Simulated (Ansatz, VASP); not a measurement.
# ZnSnW (ZnSnW in the AlB2 type): VASP beside Ansatz, part 2 of 2

Aim: how closely do two programs agree when they are given the same cell, functional and k mesh? The cell is generated by rule, not measured, and may not be a known phase. The cell is taken from a series of runs on this material, whose earlier steps may have relaxed, scaled, displaced or heated it; both programs get it as it stands.

VASP 6.6.1 and Ansatz 0.2.0.

So far: Starting point; Ansatz: relaxation of cell and atoms, PBE, pair 1; VASP: relaxation of cell and atoms, PBE, pair 1; Differences.

The structure was built from a prototype and need not be the compound's stable phase.

## (5) Ansatz: relaxation of cell and atoms, PBE, pair 2

Level of this step: Ansatz beside VASP: Kohn-Sham DFT, plane waves, PBE (Ansatz).

The relaxed volume is the usual yardstick between codes: in a stiff, nearly cubic crystal its relative difference is about their pressure difference at one cell divided by the bulk modulus.

The cell is taken from a series of runs on this material, whose earlier steps may have relaxed, scaled, displaced or heated it; both programs get it as it stands.

Contents of input.yaml:

```yaml
crystal:
  lattice:
    - [4.6601548661, 0.0, 0.0]
    - [-2.330077433, 4.0358124996, 0.0]
    - [0.0, 0.0, 2.7854406391]
  atoms:
    - { symbol: W, position: [0.0, 0.0, 0.0] }
    - { symbol: Sn, position: [0.3333333333, 0.6666666667, 0.5] }
    - { symbol: Zn, position: [0.6666666667, 0.3333333333, 0.5] }
kpoints:
  mp_grid: { grid: [9, 9, 10] }
hamiltonian:
  xc: pbe
  pseudopotentials: { kind: paw, azcp: { folder: soft_1 } }
scf:
  occupations: { method: gaussian, width: 0.1 }
output:
  forces: true
  stress: true
  eigenvalues: true
relax:
  adjacent_minimum: "off"
  f_tol: 0.005
  max_steps: 80
  cell: { stress_tol: 0.05 }
```

The run is started by

```sh
$ ansatz run input.yaml --threads 4 --pin off --max-ram 12288MiB --backend cpu --events-out ev --progress --plain --runs-dir out
```

Numbers of over 12 decimals in the logs are rounded to 6 here.

Output:

```text
[...]
Crystal: 3 atoms, lattice volume = 52.387 Å³
Basis set: ecut = 420 eV, 1023 PW (Γ), exchange–correlation on 64×64×40 points (8 copies of the dense FFT grid, shifted against one another)
Bands: 24, of which v1, the nominal top of the filled ones, is band 20 counted from 1 (19 counted from 0)
Symmetry: 12 space group operations
[...]
k-points: 72 of 810 (time reversal used)
[...]
--- Relaxed structure (3 steps of the walk, 2 accepted, 1 SCFs on fresh bases) ---
[...]
cell:  # Å, volume = 52.4172 Å³
    - [4.659513, -2.8863383583251637e-11, 0]
    - [-2.329756, 4.035257, 0]
    - [0, 0, 2.787804]
  atoms:
    - { symbol: W, position: [0, 0, 0] }
    - { symbol: Sn, position: [0.333333, 0.666667, 0.500000] }
    - { symbol: Zn, position: [0.666667, 0.333333, 0.500000] }
[key lines of the parts left out:]
SCF converged after 6 iterations
Free energy (F): -19727.411291 eV
Fermi energy:    16.077740 eV
P = ⅓ Tr σ = -0.0012 GPa (-0.012 kbar)
```

## (6) VASP: relaxation of cell and atoms, PBE, pair 2

The same cell, functional, mesh and smearing now go to VASP, with its own data sets.

Contents of INCAR:

```
SYSTEM = ZnSnW
PREC = Accurate
ENCUT = 600
EDIFF = 1E-07
NELM = 120
ISMEAR = 0
SIGMA = 0.1
LREAL = .FALSE.
ALGO = Normal
GGA = PE
NBANDS = 22
LASPH = .TRUE.
LORBIT = 11
LWAVE = .FALSE.
LCHARG = .FALSE.
ISIF = 3
IBRION = 2
NSW = 80
EDIFFG = -0.005
GGA_COMPAT = .FALSE.
NELMIN = 4
KPAR = 2
```

Contents of POSCAR:

```
ZnSnW
1.0
    4.6601550000      0.0000000000      0.0000000000
   -2.3300770000      4.0358120000      0.0000000000
    0.0000000000      0.0000000000      2.7854410000
W Sn Zn
1 1 1
Direct
    0.0000000000      0.0000000000      0.0000000000
    0.3333333444      0.6666668319      0.4999998205
    0.6666665649      0.3333334159      0.4999998205
```

Contents of KPOINTS:

```
Automatic mesh
0
Gamma
9 9 10
0 0 0
```

Potentials, in the order of the species: W, Sn_d and Zn (PBE family, release 64).

The run is started by

```sh
$ mpirun -np 2 vasp_std
```

Output:

```text
[... set-up lines as in an earlier step ...]
 entering main loop
       N       E                     dE             d eps       ncg     rms          rms(c)
DAV:   1     0.233712885998E+03    0.23371E+03   -0.17111E+04  3214   0.237E+03
DAV:   2     0.736533695695E+01   -0.22635E+03   -0.21799E+03  3192   0.482E+02
DAV:   3    -0.161401653047E+02   -0.23506E+02   -0.22658E+02  3816   0.142E+02
DAV:   4    -0.168830675029E+02   -0.74290E+00   -0.73919E+00  3474   0.255E+01
[...]
DAV:  12    -0.161261958446E+02   -0.69934E-06   -0.18295E-05  3732   0.815E-02    0.467E-03
DAV:  13    -0.161261958620E+02   -0.17461E-07   -0.21158E-06  3710   0.239E-02    0.181E-03
DAV:  14    -0.161261958880E+02   -0.25947E-07   -0.29890E-07  3584   0.984E-03
   1 F= -.16126196E+02 E0= -.16121193E+02  d E =-.161262E+02
[... from here on, the cycles between the ionic steps are left out ...]
   2 F= -.16126083E+02 E0= -.16121124E+02  d E =0.112929E-03
   3 F= -.16126490E+02 E0= -.16121508E+02  d E =-.294521E-03
   4 F= -.16126490E+02 E0= -.16121508E+02  d E =-.294560E-03
   5 F= -.16126416E+02 E0= -.16121423E+02  d E =-.220157E-03
   6 F= -.16126490E+02 E0= -.16121507E+02  d E =-.294384E-03
   7 F= -.16126470E+02 E0= -.16121482E+02  d E =-.274127E-03
   8 F= -.16126490E+02 E0= -.16121506E+02  d E =-.294007E-03
   9 F= -.16126500E+02 E0= -.16121542E+02  d E =-.103369E-04
 trial-energy change:   -0.000010  1 .order   -0.000010   -0.000020   -0.000000
 step:   0.8987(harm=  0.8987)  dis= 0.00000  next Energy=   -16.126500 (dE=-0.102E-04)
 reached required accuracy - stopping structural energy minimisation
```

From OUTCAR (step 6):

```text
  Total       -0.0008372     -0.0008372     -0.0004969     -0.0000000      0.0000000      0.0000000
  in kB       -0.0256957     -0.0256957     -0.0152521     -0.0000000      0.0000000      0.0000000
  external PRESSURE =      -0.0222145 kB  Pullay stress =       0.0000000 kB

 POSITION                                       TOTAL-FORCE (eV/Angst)
 -----------------------------------------------------------------------------------
      0.00000      0.00000     -0.00000         0.000000     -0.000000      0.000000
     -0.00000      2.68678      1.39169        -0.000000      0.000000      0.000000
      2.32682      1.34339      1.39169         0.000000      0.000000      0.000000
 -----------------------------------------------------------------------------------
    total drift:                                0.000258     -0.000332      0.000276

  FREE ENERGIE OF THE ION-ELECTRON SYSTEM (eV)
  ---------------------------------------------------
  free  energy   TOTEN  =       -16.1265002316 eV

  energy  without entropy=      -16.1165843278  energy(sigma->0) =      -16.12154228

[... 1 part as in an earlier step ...]

[... 3 further parts left out ...]
[key lines of the parts left out:]
E-fermi :   7.9312
```

## (7) Comparison

What differs besides the data sets and the points named for the pairs above, as far as they apply: the data sets hold 40 valence electrons in Ansatz (on its PAW soft_1 files) and 32 in VASP. Total energies have different zeros and are not compared.

The two programs side by side:

```csv
quantity,Ansatz,VASP,difference
volume (Å³),52.42,52.20,+0.41 %
"edge a after relaxation, in the typed setting (Å)",4.660,4.654,+0.13 %
"edge c after relaxation, in the typed setting (Å)",2.788,2.783,+0.16 %
```

## (8) VASP: zone-centre phonons, PBE

Second derivatives magnify differences that forces hide, and they need a tight electronic threshold.

Contents of INCAR:

```
SYSTEM = ZnSnW
PREC = Accurate
ENCUT = 600
EDIFF = 1E-08
NELM = 120
ISMEAR = 1
SIGMA = 0.2
LREAL = .FALSE.
ALGO = Normal
GGA = PE
NBANDS = 22
LASPH = .TRUE.
LORBIT = 11
LWAVE = .FALSE.
LCHARG = .FALSE.
ISIF = 2
IBRION = 8
GGA_COMPAT = .FALSE.
KPAR = 2
```

Contents of POSCAR:

```
ZnSnW
1.0
    4.6727229156      0.0000000000      0.0000000000
   -2.3363614578      4.0466967498      0.0000000000
    0.0000000000      0.0000000000      2.7760628615
W Sn Zn
1 1 1
Direct
    0.0000000000      0.0000000000      0.0000000000
    0.3333333333      0.6666666667      0.5000000000
    0.6666666667      0.3333333333      0.5000000000
```

Contents of KPOINTS:

```
Automatic mesh
0
Gamma
4 4 6
0 0 0
```

The run is started by

```sh
$ mpirun -np 2 vasp_std
```

Output:

```text
[... set-up lines as in an earlier step ...]
 entering main loop
       N       E                     dE             d eps       ncg     rms          rms(c)
DAV:   1     0.233539075373E+03    0.23354E+03   -0.17191E+04   712   0.238E+03
DAV:   2     0.664232721878E+01   -0.22690E+03   -0.21733E+03   710   0.482E+02
DAV:   3    -0.161870460338E+02   -0.22829E+02   -0.22107E+02   860   0.140E+02
DAV:   4    -0.168791630249E+02   -0.69212E+00   -0.68973E+00   782   0.249E+01
[...]
DAV:  14    -0.161373776735E+02    0.16444E-07   -0.11179E-07   826   0.239E-03    0.151E-03
DAV:  15    -0.161373775951E+02    0.78396E-07   -0.92622E-09   464   0.102E-03    0.198E-04
DAV:  16    -0.161373775877E+02    0.74169E-08   -0.22684E-09   406   0.619E-04
   1 F= -.16137378E+02 E0= -.16134849E+02  d E =-.758579E-02
 Linear response reoptimize wavefunctions to high precision
DAV:   1    -0.161373775815E+02    0.61978E-08   -0.52102E-10   394   0.334E-04
DAV:   2    -0.161373775815E+02   -0.52751E-10   -0.17521E-10   394   0.114E-04
 Linear response DOF=           6
 Linear response progress:
[...]
RMM:  10    -0.212971106341E+00    0.10118E-06   -0.50732E-08  3844   0.725E-05    0.344E-06
RMM:  11    -0.212971121059E+00   -0.14718E-07    0.63946E-09  3778   0.371E-05    0.165E-06
RMM:  12    -0.212971122306E+00   -0.12468E-08    0.19809E-08  3534   0.207E-05    0.167E-06
 first order change of Fermi-energy   0.11696E-03
 force on displaced ion       3 direction 1 :  -6.143   0.001   0.000
 Linear response progress:
  Degree of freedom:   6/  6
       N       E                     dE             d eps       ncg     rms          rms(c)
RMM:   1    -0.203335417837E+00   -0.20334E+00    0.89332E-03  1216   0.160E+00
RMM:   2    -0.203375651316E+00   -0.40233E-04   -0.23446E-03  1332   0.296E-01    0.338E-02
RMM:   3    -0.203125256790E+00    0.25039E-03   -0.11544E-04  1535   0.537E-02    0.206E-02
RMM:   4    -0.202797286475E+00    0.32797E-03   -0.28937E-05  1465   0.303E-02    0.211E-03
[...]
RMM:  10    -0.202803786982E+00   -0.20466E-07   -0.81011E-09  1678   0.341E-05    0.275E-06
RMM:  11    -0.202803775535E+00    0.11447E-07   -0.54899E-09  1525   0.160E-05    0.556E-07
RMM:  12    -0.202803774651E+00    0.88351E-09   -0.11146E-09  1072   0.943E-06    0.394E-07
 first order change of Fermi-energy   0.19735E-03
 force on displaced ion       3 direction 3 :  -0.000   0.000  -0.168
 Linear response finished
```

OUTCAR, selected parts (step 8):

```text
  Total       -0.4699671     -0.4699671     -0.0272556      0.0000000      0.0000000      0.0000000
  in kB      -14.3442553    -14.3442553     -0.8318909      0.0000000      0.0000000      0.0000000
  external PRESSURE =      -9.8401338 kB  Pullay stress =       0.0000000 kB

 POSITION                                       TOTAL-FORCE (eV/Angst)
 -----------------------------------------------------------------------------------
      0.00000      0.00000      0.00000         0.000000      0.000000      0.000000
     -0.00000      2.69780      1.38803        -0.000000      0.000000      0.000000
      2.33636      1.34890      1.38803        -0.000000      0.000000      0.000000
 -----------------------------------------------------------------------------------
    total drift:                               -0.000001      0.000000      0.000000

[... 2 further parts left out ...]
```

## (9) Ansatz: zone-centre phonons, PBE

The same cell, functional, mesh and smearing now go to Ansatz, which takes its cutoff from its data sets.

The cell is taken from a series of runs on this material, whose earlier steps may have relaxed, scaled, displaced or heated it; both programs get it as it stands.

Contents of input.yaml:

```yaml
crystal:
  lattice:
    - [4.6727229156, 0.0, 0.0]
    - [-2.3363614578, 4.0466967498, 0.0]
    - [0.0, 0.0, 2.7760628615]
  atoms:
    - { symbol: W, position: [0.0, 0.0, 0.0] }
    - { symbol: Sn, position: [0.3333333333, 0.6666666667, 0.5] }
    - { symbol: Zn, position: [0.6666666667, 0.3333333333, 0.5] }
kpoints:
  mp_grid: { grid: [4, 4, 6] }
hamiltonian:
  xc: pbe
  pseudopotentials: { kind: paw, azcp: { folder: soft_1 } }
scf:
  occupations: { method: methfessel_paxton, width: 0.2 }
output:
  eigenvalues: true
phonons:
  method: dfpt
  qmesh: [2, 2, 2]
  temperatures: { t_max: 1000, t_step: 50 }
  qpath:
    path:
      - [[0.0, 0.0, 0.0], [0.5, 0.0, 0.0], [0.33333333, 0.33333333, 0.0], [0.0, 0.0, 0.0], [0.0, 0.0, 0.5], [0.5, 0.0, 0.5], [0.33333333, 0.33333333, 0.5], [0.0, 0.0, 0.5]]
      - [[0.5, 0.0, 0.5], [0.5, 0.0, 0.0]]
      - [[0.33333333, 0.33333333, 0.5], [0.33333333, 0.33333333, 0.0]]
    npoints: 10
```

The run is started by

```sh
$ ansatz run input.yaml --threads 4 --pin off --max-ram 12288MiB --backend cpu --events-out ev --progress --plain --runs-dir out
```

Output:

```text
[...]
largest difference from the sums on the solved wave vectors: F 1.29e-1 eV, S 1.91e-4 and C_V 6.24e-5 eV/K
  zero-point energy: 0.064166 eV/cell   skipped modes (ω ≤ 0): 27, of them read as no rigid motion or as one in doubt: 24 (2.539e-2 modes/cell left out, lowest -24.29 cm⁻¹)   left out of the sums: 2.88e-3 of the cell's modes: C_V's classical limit lies that fraction below 3 k_B per atom; for a crystal, a wire or a layer, F and S can be off by more, and a phonons.interpolated_qmesh denser along its periods is the remedy for the sampling
[key lines of the parts left out:]
SCF converged after 11 iterations
Free energy (F): -19727.422289 eV
Fermi energy:    16.022362 eV
```

## (10) Side by side

What differs besides the data sets and the points named for the pairs above, as far as they apply: VASP's run holds the zone centre alone; the data sets hold 40 valence electrons in Ansatz (on its PAW soft_1 files) and 32 in VASP. Total energies have different zeros and are not compared.

The two programs side by side:

```csv
quantity,Ansatz,VASP,difference
optical mode 1 (cm⁻¹),20.7,20.5,+0.2
optical mode 2 (cm⁻¹),49.2,48.9,+0.3
optical mode 3 to 4 (cm⁻¹),99.8,99.7,+0.06 %
optical mode 5 to 6 (cm⁻¹),199.8,200.9,-0.57 %
```

Modes are paired by rising frequency, not by their patterns, so a pair may set unlike modes beside each other; they are those without the splitting of longitudinal modes.

## (11) Summary of results

| Quantity | Value |
| --- | --- |
| difference in volume (relaxation of cell and atoms, PBE, pair 1) | 0.43 % |
| difference in volume (relaxation of cell and atoms, PBE, pair 2) | 0.41 % |
| r.m.s. difference of the optical zone-centre modes, each program's sorted by frequency (zone-centre phonons, PBE) | 0.67 cm⁻¹ |
| difference in optical mode 5 to 6 (zone-centre phonons, PBE) | -0.6 % |

What this shows: The difference in volume is 0.43 % (relaxation of cell and atoms, PBE, pair 1), within the 1.2 % picked in this series as the mark of a large difference, as far as the stopping tolerances let one tell. The data sets hold unlike numbers of valence electrons (40 in Ansatz and 32 in VASP), so part of the differences comes from the potentials. Among the rows given in per cent, the largest difference of the zone-centre phonons, PBE pair is in optical mode 5 to 6, -0.6 %. 1 further run of this series is not shown here. How closely two codes agree says nothing of how well the functional describes the real material.

[Lines on the potential files, build, host, timing and source positions are cut from VASP's logs without a mark.]

[Logs are printed without paths, hosts, clocks, repeated set-up lines and the standing remarks that a program may print on its own settings, such as how far it seeks lower states.]

[Hosts, paths, dates, database ids (printed as entryN), source tags and the programs' standing remarks are cut or masked in the printed files.]
